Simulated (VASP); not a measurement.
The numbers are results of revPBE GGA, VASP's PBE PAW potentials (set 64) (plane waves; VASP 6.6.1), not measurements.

The input files of a VASP run:

**INCAR**
```
EDIFF  =  1E-7
PREC  =  Accurate
NELM  =  100   # most electronic steps
LREAL  =  F
ALGO  =  Normal
SYSTEM  =  CdTe
LMAXMIX  =  4
LWAVE  =  F
SIGMA  =  0.05   # width (eV)
ICHARG  =  11   # fixed density
GGA  =  RE   # revPBE
ENCUT  =  520   # plane-wave cut-off (eV)
ISMEAR  =  0   # Gaussian
LORBIT  =  11
LASPH  =  T   # aspherical one-centre terms
LCHARG  =  F
```

### KPOINTS
```
k-points along high-symmetry lines
15
Line-mode
Reciprocal
  0.000000   0.000000   0.000000 ! GAMMA
 -0.500000  -0.500000   0.000000 ! X

 -0.500000  -0.500000   0.000000 ! X
 -0.375000  -0.375000   0.250000 ! U

 -0.375000  -0.000000   0.375000 ! K
  0.000000   0.000000   0.000000 ! GAMMA

  0.000000   0.000000   0.000000 ! GAMMA
  0.000000   0.000000   0.500000 ! L

  0.000000   0.000000   0.500000 ! L
 -0.500000  -0.250000   0.250000 ! W

 -0.500000  -0.250000   0.250000 ! W
 -0.500000  -0.500000   0.000000 ! X
```

POSCAR:
```
CdTe
1.0
  0.0000000000   3.3495237603   3.3495237603
  3.3495237603   0.0000000000   3.3495237603
  3.3495237603   3.3495237603   0.0000000000
Cd Te
1 1
Cartesian
  3.3495237603   6.6990475206   3.3495237603
  1.6747618801   1.6747618801   1.6747618801
```

POTCAR, in this order: Cd Te (PBE.64 set). Program: vasp_std. Read from the step before: CHGCAR.

The run wrote:

### OSZICAR
```
       N       E                     dE             d eps       ncg     rms          rms(c)
DAV:   1     0.102816175215E+03    0.10282E+03   -0.83876E+03  2348   0.118E+03
DAV:   2     0.737380368199E+00   -0.10208E+03   -0.98317E+02  2675   0.276E+02
DAV:   3    -0.342272071368E+01   -0.41601E+01   -0.41265E+01  2790   0.573E+01
DAV:   4    -0.346556603011E+01   -0.42845E-01   -0.42832E-01  3357   0.518E+00
DAV:   5    -0.346572216958E+01   -0.15614E-03   -0.15614E-03  2818   0.274E-01
DAV:   6    -0.346572502221E+01   -0.28526E-05   -0.28526E-05  3281   0.294E-02
DAV:   7    -0.346572505300E+01   -0.30793E-07   -0.30820E-07  2573   0.241E-03
   1 F= -.34657251E+01 E0= -.34657251E+01  d E =-.101916E-12
```

**OUTCAR**
```
 val. band max:        1.5869504012   @ k =   0.0000   0.0000   0.0000

 cond. band min:       2.1739563008   @ k =   0.0000   0.0000   0.0000



 k-point     1 :       0.0000    0.0000    0.0000
  band No.  band energies     occupation
      1      -9.0353      2.00000
      2      -6.4159      2.00000
      3      -6.4159      2.00000
      4      -6.4159      2.00000
      5      -6.2236      2.00000
      6      -6.2236      2.00000
      7       1.5870      2.00000
      8       1.5870      2.00000
      9       1.5870      2.00000
     10       2.1740      0.00000
     11       6.2896      0.00000
     12       6.2896      0.00000
     13       6.2896      0.00000

 k-point     2 :      -0.0357   -0.0357    0.0000
  band No.  band energies     occupation
      1      -9.0302      2.00000
      2      -6.4145      2.00000
      3      -6.4145      2.00000
      4      -6.4123      2.00000
      5      -6.2240      2.00000
      6      -6.2233      2.00000
      7       1.3638      2.00000
      8       1.5595      2.00000
      9       1.5595      2.00000
     10       2.4014      0.00000
     11       6.2323      0.00000
     12       6.3323      0.00000
     13       6.3323      0.00000

 k-point     3 :      -0.0714   -0.0714    0.0000
  band No.  band energies     occupation
      1      -9.0151      2.00000
      2      -6.4105      2.00000
      3      -6.4105      2.00000
      4      -6.4016      2.00000
      5      -6.2252      2.00000
      6      -6.2224      2.00000
      7       0.9882      2.00000
      8       1.4810      2.00000
      9       1.4810      2.00000
     10       2.7882      0.00000
     11       6.0813      0.00000
     12       6.4568      0.00000
     13       6.4568      0.00000

 k-point     4 :      -0.1071   -0.1071    0.0000
  band No.  band energies     occupation
      1      -8.9907      2.00000
      2      -6.4039      2.00000
      3      -6.4039      2.00000
      4      -6.3836      2.00000
...
```

The density is held fixed in this step, so its total energy and stress have no physical meaning. Unless said otherwise, spin-orbit coupling is left out, though it shifts the bands of the heavy elements here.

The compound is CdTe in the zinc blende structure. It was relaxed first, which changed the volume by +10 %.
